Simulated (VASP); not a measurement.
Here is the system:

```
AgPt
1.0
    1.37794     0.79555     4.62447
   -1.37794     0.79555     4.62447
    0.00000    -1.59110     4.62447
Ag Pt
1 1
Direct
  0.00000   0.00000   0.00000
  0.50000   0.50000   0.50000
```

Method: LDA (Ceperley-Alder, Perdew-Zunger), VASP's LDA PAW potentials (set 64) (plane waves; VASP). Numerical set-up: 400 eV cut-off, 14×14×14 Γ-centred mesh, first-order Methfessel-Paxton smearing of 0.10 eV, potentials Ag Pt.

Unless said otherwise, spin-orbit coupling is left out, though it shifts the bands of the heavy elements here.

Problem. Estimate the energy per atom (σ→0), band gap (on the k-mesh) with the smallest direct gap where there is one.

Solution. 
- band gap (on the k-mesh) = none (metal, semimetal or under 0.01 eV)
- energy per atom (σ→0) = -5.703 eV/atom

Total energies compare only between runs with the same potentials, cut-off and functional.

The structure comes from a computed database's AgPt entry (R-3m); how it stands against other phases isn't given here. It was relaxed first, which changed the volume by -5 %. The start is the result of an earlier pass. The electron count is odd and the run is not spin-polarised, which forces a metal.
